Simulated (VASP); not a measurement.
Data:

```xyz
3
Lattice="0.0000 2.7812 2.7812 2.7812 0.0000 2.7812 2.7812 2.7812 0.0000" Properties=species:S:1:pos:R:3 pbc="T T T"
Cd     5.5624     5.5624     5.5624
F      1.3906     1.3906     1.3906
F      4.1718     4.1718     4.1718
```

Calculation: vdW-DF2, VASP's PBE PAW potentials (set 64) (plane waves; VASP 6.6.1). Run with 520 eV cut-off, 7×7×7 Γ-centred mesh, Gaussian smearing of 0.050 eV, potentials Cd F.

Task: Give the energy at these volumes per atom, relative to the lowest: 13.45, 13.88, 14.31, 14.74, 15.17 Å³.

Result: 17.8, 4.5, 0.0, 2.9, 12.2 meV/atom. A third-order Birch-Murnaghan fit gives B0 = 91.3 GPa and B0′ = 4.7.

The compound is CdF2 in the fluorite structure. It was relaxed first, which changed the volume by +10 %.
